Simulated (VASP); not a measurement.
Write the native input for VASP 6.6.1 that does the following.

```
Task                   : single point
Functional             : LDA
Potentials or basis    : VASP PAW LDA potentials, release 64 (La, Si, Mg)
Cutoff                 : 500 eV
k mesh                 : 6 × 5 × 5
Occupations            : gaussian, width 0.02 eV
Spin                   : no spin polarisation
Further INCAR settings : ALGO = Fast; EDIFF = 1e-06; NBANDS = 24
```

The structure of LaMg6Si lies in POSCAR:

```
LaMg6Si
1.0
    4.9002060000      0.0000000000      0.0000000000
    0.0000000000      2.9561180000      6.7304940000
    0.0000000000     -2.9561180000      6.7304940000
La Si Mg
1 1 6
Cartesian
    2.4501030000      0.0000000000      2.6574951729
    2.4501030000      0.0000000000      8.4650499917
    0.0000000000      0.0000000000     10.5679793810
    0.0000000000      0.0000000000      4.8716796281
    0.0000000000     -1.4684397920      7.7099693308
    0.0000000000      1.4684397920      7.7099693308
    2.4501030000     -1.5001973677      5.9308776603
    2.4501030000      1.5001973677      5.9308776603
```

The cell comes from a database or a generator and needn't be the stable form of this composition.

One way to write it, as run:

INCAR

```
SYSTEM = LaMg6Si
PREC = Accurate
ENCUT = 500
EDIFF = 1E-6
ISMEAR = 0
SIGMA = 0.02
LREAL = .FALSE.
LASPH = .TRUE.
NELM = 60
ALGO = Fast
ISIF = 2
LWAVE = .FALSE.
LCHARG = .TRUE.
LELF = .TRUE.
LVHAR = .TRUE.
NBANDS = 24
```

KPOINTS

```
regular mesh
0
G
  6 5 5
  0 0 0
```

Potentials or basis: VASP PAW LDA potentials, release 64 (La, Si, Mg).

The run is started by

```console
$ cat potpaw_LDA.64/La/POTCAR potpaw_LDA.64/Si/POTCAR potpaw_LDA.64/Mg/POTCAR > POTCAR
$ mpirun -np 1 vasp_std > vasp.out
```

Results of the run:

```
Pressure               : -2.8 GPa
Largest force          : 0.057 eV/Å
Band gap on the k mesh : none (metal or under the smearing width)
```

Run time: 5.9 min on 1 thread of Intel(R) Xeon(R) 6975P-C (Granite Rapids), with other jobs on the host, peak memory 0.36 GiB.
